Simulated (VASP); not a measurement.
Consider the following.

```yaml
crystal:
  lattice:
    - [-0.00463, 5.94941, 5.94719]
    - [5.94941, -0.00463, 5.94719]
    - [2.97239, 2.97239, 0.00000]
  atoms:
    - { symbol: Hg, position: [0.99315, 0.99315, 0.01371] }
    - { symbol: Hg, position: [0.99608, 0.51009, 0.99383] }
    - { symbol: Hg, position: [0.51009, 0.99608, 0.99383] }
    - { symbol: Hg, position: [0.50039, 0.50039, 0.99923] }
    - { symbol: Se, position: [0.12597, 0.12597, 0.24805] }
    - { symbol: S, position: [0.12657, 0.62343, 0.25000] }
    - { symbol: S, position: [0.62343, 0.12657, 0.25000] }
    - { symbol: S, position: [0.62433, 0.62433, 0.25134] }
```

These are PBEsol GGA, VASP's PBE PAW potentials (set 64) (plane waves; VASP 6.6.1) values and carry that method's errors. Run with 400 eV cut-off, 5×5×10 Γ-centred mesh, tetrahedra with Blöchl corrections, potentials Hg Se S.

Unless said otherwise, spin-orbit coupling is left out, though it shifts the bands of the heavy elements here.

What does the run give for the energy per atom (σ→0), band gap (on the k-mesh) with the smallest direct gap where there is one?

| Quantity | Result |
|---|---|
| band gap (on the k-mesh) | 0.04 eV |
| smallest direct gap (on the k-mesh) | 0.04 eV |
| energy per atom (σ→0) | -2.576 eV/atom |

Only differences to runs with the same potentials and settings are physical.

The structure was generated: Hg4S3Se was put into an ordered model structure (Amm2), which need not be its known phase. It was relaxed first.
